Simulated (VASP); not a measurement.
Data:

```
NbSi
1.0
    3.00518     0.00000     0.00000
   -1.50259     2.60256     0.00000
    0.00000     0.00000     8.02946
Nb Si
2 2
Cartesian
  0.00000   0.00000   8.02946
  0.00000   0.00000   4.01473
  0.00000   1.73504   2.00736
  1.50259   0.86752   6.02209
```

Method: PBEsol GGA, VASP's PBE PAW potentials (set 64) (plane waves; VASP 6.6.1). Settings: 400 eV cut-off, Gaussian smearing of 0.050 eV, potentials Nb_sv Si.

Question: Estimate the band gap (along the path) with the smallest direct gap where there is one.

Answer: 
The band gap (along the path) is none (metal, semimetal or under 0.01 eV).

The absolute energy has meaning only against runs of the same code, potentials and settings.

The structure was generated: NbSi was put into the NiAs type type (P6_3/mmc), which need not be its known phase. It was relaxed first, which changed the volume by -38 %.
